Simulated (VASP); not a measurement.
Output of a VASP run:

**OSZICAR**
```
       N       E                     dE             d eps       ncg     rms          rms(c)
DAV:   1     0.327397785322E+03    0.32740E+03   -0.16670E+04   586   0.119E+03
DAV:   2     0.119274756902E+02   -0.31547E+03   -0.30621E+03   610   0.345E+02
DAV:   3    -0.154722246505E+02   -0.27400E+02   -0.26505E+02   628   0.135E+02
DAV:   4    -0.164576734533E+02   -0.98545E+00   -0.98166E+00   687   0.271E+01
DAV:   5    -0.164991509118E+02   -0.41477E-01   -0.41470E-01   809   0.437E+00    0.810E+00
DAV:   6    -0.160758652987E+02    0.42329E+00   -0.24616E+00   710   0.171E+01    0.479E+00
DAV:   7    -0.162374053026E+02   -0.16154E+00   -0.57370E+00   798   0.140E+01    0.390E+00
DAV:   8    -0.158633012813E+02    0.37410E+00   -0.10033E+00   716   0.117E+01    0.119E+00
DAV:   9    -0.158368987662E+02    0.26403E-01   -0.18112E-01   763   0.443E+00    0.613E-01
DAV:  10    -0.158357899952E+02    0.11088E-02   -0.18122E-02   765   0.157E+00    0.403E-01
DAV:  11    -0.158339655608E+02    0.18244E-02   -0.50065E-03   672   0.846E-01    0.180E-01
DAV:  12    -0.158329127633E+02    0.10528E-02   -0.23933E-03   707   0.438E-01    0.114E-01
DAV:  13    -0.158321703620E+02    0.74240E-03   -0.17580E-03   811   0.498E-01    0.624E-02
DAV:  14    -0.158317394400E+02    0.43092E-03   -0.76514E-04   691   0.318E-01    0.393E-02
DAV:  15    -0.158317833131E+02   -0.43873E-04   -0.10473E-04   715   0.124E-01    0.346E-02
DAV:  16    -0.158319127012E+02   -0.12939E-03   -0.94380E-05   623   0.617E-02    0.108E-02
DAV:  17    -0.158320863854E+02   -0.17368E-03   -0.18066E-05   608   0.296E-02    0.109E-02
DAV:  18    -0.158322565051E+02   -0.17012E-03   -0.13571E-05   487   0.249E-02    0.335E-03
DAV:  19    -0.158323015355E+02   -0.45030E-04   -0.18352E-06   396   0.150E-02    0.201E-03
DAV:  20    -0.158323225318E+02   -0.20996E-04   -0.10200E-06   369   0.559E-03    0.156E-03
DAV:  21    -0.158323285788E+02   -0.60471E-05   -0.56563E-07   369   0.523E-03    0.713E-04
DAV:  22    -0.158323292534E+02   -0.67460E-06   -0.65625E-08   330   0.195E-03
   1 F= -.15832329E+02 E0= -.15817245E+02  d E =-.301684E-01
```

OUTCAR:
```
------------------------ aborting loop because EDIFF is reached ----------------------------------------
  FORCE on cell =-STRESS in cart. coord.  units (eV):
  Direction    XX          YY          ZZ          XY          YZ          ZX
  --------------------------------------------------------------------------------------
  Total       -0.7207168     -0.7207168      1.1162349      0.0000000      0.0000000      0.0000000
  in kB       -6.4783550     -6.4783550     10.0335744      0.0000000      0.0000000      0.0000000
  external PRESSURE =      -0.9743785 kB  Pullay stress =       0.0000000 kB
  volume of cell :      178.24
      direct lattice vectors                 reciprocal lattice vectors
     3.250000000  0.000000000  0.000000000     0.307692308  0.000000000  0.000000000
     0.000000000  3.250000000  0.000000000     0.000000000  0.307692308  0.000000000
     0.000000000  0.000000000 16.875000000     0.000000000  0.000000000  0.059259259
 POSITION                                       TOTAL-FORCE (eV/Angst)
 -----------------------------------------------------------------------------------
      1.62500      1.62500      6.00001         0.000000      0.000000     -0.658001
      1.62500      1.62500      9.25000         0.000000      0.000000      1.299238
      0.00000      0.00000      7.62500         0.000000     -0.000000     -0.081574
      0.00000      0.00000     10.87499         0.000000     -0.000000     -0.559663
 -----------------------------------------------------------------------------------
    total drift:                                0.000000      0.000000     -0.008103
  FREE ENERGIE OF THE ION-ELECTRON SYSTEM (eV)
  ---------------------------------------------------
  free  energy   TOTEN  =       -15.8323292534 eV

  energy  without entropy=      -15.8021608755  energy(sigma->0) =      -15.81724506
```
(Selected blocks of OUTCAR.)

POSCAR:
```
InPd
1
    3.2500000000     0.0000000000     0.0000000000
    0.0000000000     3.2500000000     0.0000000000
    0.0000000000     0.0000000000    16.8750000000
In Pd
2 2
Direct
  0.5000000000   0.5000000000   0.3555560000
  0.5000000000   0.5000000000   0.5481480000
  0.0000000000   0.0000000000   0.4518520000
  0.0000000000   0.0000000000   0.6444440000
```

Problem. Reconstruct the remaining input files.

Solution. One answer among several that fit: the input of the run itself, PBE GGA, plane waves, VASP's PBE PAW potentials (set 64).

INCAR:
```
SYSTEM = InPd
PREC = Accurate
ENCUT = 300
EDIFF = 1E-6
NELM = 100
ALGO = Normal
LREAL = .FALSE.
LASPH = .TRUE.
ISMEAR = 0
SIGMA = 0.136
GGA = PE
LMAXMIX = 4
LWAVE = .FALSE.
LCHARG = .FALSE.
ISIF = 2
```

KPOINTS:
```
Automatic mesh
0
Gamma
6 6 1
0 0 0
```

POTCAR, in this order: In_d Pd (PBE.64 set). Program: vasp_std.

At this cut-off the stress carries a Pulay error, which pulls relaxed volumes low. The cell holds a wide vacuum, so values per volume refer to the whole cell.

The cell is a sheet with vacuum, built from a generated structure.
